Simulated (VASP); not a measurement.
Given:

```
CELL_PARAMETERS angstrom
      4.85913     0.00000     0.00000
     -2.42956     4.20813     0.00000
      0.00000     0.00000     8.49823
ATOMIC_POSITIONS crystal
  K  0.00000 0.00000 0.00000
  K  0.00000 0.00000 0.50000
  I  0.33333 0.66667 0.25000
  I  0.66667 0.33333 0.75000
```

The numbers are results of PBEsol GGA, VASP's PBE PAW potentials (set 64) (plane waves; VASP), not measurements. Settings: 400 eV cut-off, 6×6×3 Γ-centred mesh, tetrahedra with Blöchl corrections, potentials K_sv I.

Unless said otherwise, spin-orbit coupling is left out, though it shifts the bands of the heavy elements here.

Task: Predict the energy per atom (σ→0), band gap (on the k-mesh) with the smallest direct gap where there is one.

Result: 
```json
{
  "band gap (on the k-mesh)": "3.77 eV",
  "smallest direct gap (on the k-mesh)": "3.77 eV",
  "energy per atom (σ→0)": "-2.889 eV/atom"
}
```

Total energies compare only between runs with the same potentials, cut-off and functional.

The structure was generated: KI was put into the NiAs type type (P6_3/mmc), which need not be its known phase. It was relaxed first, which changed the volume by -11 %.
